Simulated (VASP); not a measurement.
Here is the system:

```xyz
2
Lattice="1.5897 -2.7535 0.0000 1.5897 2.7535 0.0000 0.0000 0.0000 5.1252" Properties=species:S:1:pos:R:3 pbc="T T T"
Zr     1.5897     0.9178     1.2813
Zr     1.5897    -0.9178     3.8439
```

Method: PBE GGA with D3 dispersion (Becke-Johnson damping), VASP's PBE PAW potentials (set 64) (plane waves; VASP 6.6.1). Numerical set-up: 520 eV cut-off, Gaussian smearing of 0.050 eV, potentials Zr_sv.

Problem. Give the energies of bands 9 to 15 at the high-symmetry points, in eV from the Fermi level.

Solution. 
| band | Γ | M | K | A | L | H |
|---|---|---|---|---|---|---|
| 9 | -5.75 | -2.73 | -2.24 | -4.03 | -3.01 | -1.54 |
| 10 | -3.17 | -2.59 | -1.36 | -4.03 | -3.01 | -1.54 |
| 11 | 0.86 | -2.30 | -1.36 | -0.05 | -1.19 | -1.34 |
| 12 | 0.86 | -0.12 | -1.15 | -0.05 | -1.19 | -1.34 |
| 13 | 0.89 | 0.57 | 0.22 | 0.78 | 1.75 | -0.02 |
| 14 | 1.19 | 0.73 | 0.22 | 0.78 | 1.75 | -0.02 |
| 15 | 1.56 | 1.44 | 1.80 | 0.78 | 2.30 | 2.04 |

It has no gap at this level: it comes out as a metal or semimetal.

The compound is Zr in the hcp structure. It was relaxed first.
